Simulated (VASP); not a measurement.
Calculation: revTPSS meta-GGA, VASP's PBE PAW potentials (set 64) (plane waves; VASP).

VASP input:

**INCAR**
```
! general
SYSTEM   =  C
PREC     =  Accurate
ENCUT    =  520
LREAL    =  .False.
LASPH    =  .True.

! electronic loop
EDIFF    =  1E-6
NELM     =  100
ALGO     =  Normal
LMIXTAU  =  .True.

! smearing
ISMEAR   =  1
SIGMA    =  0.1

! functional
METAGGA  =  RTPSS

! ions
IBRION   =  2
NSW      =  60
ISIF     =  3
EDIFFG   =  -0.02

! output
LWAVE    =  .False.
LCHARG   =  .False.
```

POSCAR:
```
C
1
    1.2324679734    -2.1346966524    -0.0000000000
    1.2324679734     2.1346966524    -0.0000000000
    0.0000000000    -0.0000000000     7.4034035878
C
4
Direct
  0.0000000000   0.0000000000   0.2500000000
  0.0000000000   0.0000000000   0.7500000000
  0.3333330000   0.6666670000   0.2500000000
  0.6666670000   0.3333330000   0.7500000000
```

### KPOINTS
```
Automatic
0
Gamma
 13 13 4
```

POTCAR, in this order: C (PBE.64 set). Program: vasp_std.

**Question.** What will the output report for the number of irreducible k-points (NKPTS), largest plane-wave count, number of space-group operations, FFT grid (NGX, NGY, NGZ)?

**Answer.** 
```json
{
 "number of irreducible k-points (NKPTS)": "63",
 "largest_plane_wave_count": "1068",
 "number_of_space_group_operations": "24",
 "FFT grid (NGX, NGY, NGZ)": "18 × 18 × 56"
}
```

The compound is C in the graphite structure. This run relaxes it. Symmetry was kept, so distortions that lower it aren't found. The start is the result of an earlier pass.
